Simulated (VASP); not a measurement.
HfN:

```
Hf N
1.0
     0.00000    2.25600    2.25600
     2.25600    0.00000    2.25600
     2.25600    2.25600    0.00000
Hf N
1 1
Direct
  0.00000 0.00000 0.00000
  0.50000 0.50000 0.50000
```

| Quantity | Value |
| --- | --- |
| Program | VASP 6.6.1 |
| Task | relaxation of cell and atoms |
| Functional | PBE |
| Potentials or basis | VASP PAW PBE potentials, release 64 (Hf_pv, N) |
| Cutoff | 600 eV |
| k mesh | 14 × 14 × 14 |
| Occupations | methfessel-paxton, width 0.1 eV |
| Spin | no spin polarisation |

At the start: pressure 4.1 GPa; volume 11.48 Å³/atom.

**Question.** Where does the relaxation end?

**Answer.** Over 3 steps the energy falls by 2.1 meV/atom and the volume is 11.65 Å³/atom (+1.5 %); space group Fm-3m (No. 225, to 0.05 Å).

Step by step:
| step | energy change (eV) | largest force (eV/Å) | pressure (GPa) | volume (Å³) |
| --- | --- | --- | --- | --- |
| 1 | 0.0000 | 0.0000 | 4.07 | 22.96 |
| 2 | 0.0102 | 0.0000 | -6.96 | 23.95 |
| 3 | -0.0042 | 0.0000 | -0.02 | 23.30 |

Final structure:
```
CELL_PARAMETERS angstrom
0.00000 2.26707 2.26707
2.26707 0.00000 2.26707
2.26707 2.26707 0.00000
ATOMIC_POSITIONS crystal
Hf 0.00000 0.00000 0.00000
N 0.50000 0.50000 0.50000
```
